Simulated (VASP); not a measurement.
Runs of VASP 6.6.1 on GeN. It takes space group Cmmm (No. 65, orthorhombic). Conventional cell: a = 5.136 Å, b = 6.148 Å, c = 3.113 Å, α = 90.00°, β = 90.00°, γ = 90.00°. Around Ge (site symmetry 2/m) lie 4 N at 2.26 Å and 2 Ge at 2.57 Å. N (site symmetry 2mm) has 1 N at 1.42 Å as nearest neighbours. The cell was built by a generator and needn't be a form met in nature.

```tsv
task	level	potentials or basis	cell	cutoff (eV)	smearing	gap on the mesh (eV)	pressure (GPa)
relaxation of cell and atoms	PBE	VASP PAW PBE potentials, release 64 (Ge_d, N)	relaxed	600	gaussian 0.05 eV	none	0.0
single point	r2SCAN	VASP PAW PBE potentials, release 64 (Ge_h, N_h)	volume scaled by 0.8	900	tetrahedron	none	(a)
single point	PBE	VASP PAW PBE potentials, release 64 (Ge_d, N)	as given	520	fermi-dirac 0.05 eV	none	0.4
relaxation of the atoms	PBEsol	VASP PAW PBE potentials, release 64 (Ge_d, N)	atoms relaxed	520	gaussian 0.05 eV	none	-4.5
```

Alike in all rows: no spin polarisation; k mesh 7 × 7 × 9.

Q: Estimate the missing entries.

A: (a) 42.9.

Caveats: the PAW data sets were made with another functional, which shifts forces and pressure a little (some runs); the cutoff is under 1.25 times the usual one of these potentials, so pressure, stress and relaxed cells hold a basis-set (Pulay) error (some runs); tetrahedron occupations give inexact forces and stress in metals (some runs).

A k mesh can miss the band edges, and the runs leave out spin-orbit coupling on Ge.

A gap of «none» marks a metal or a gap under the smearing width.
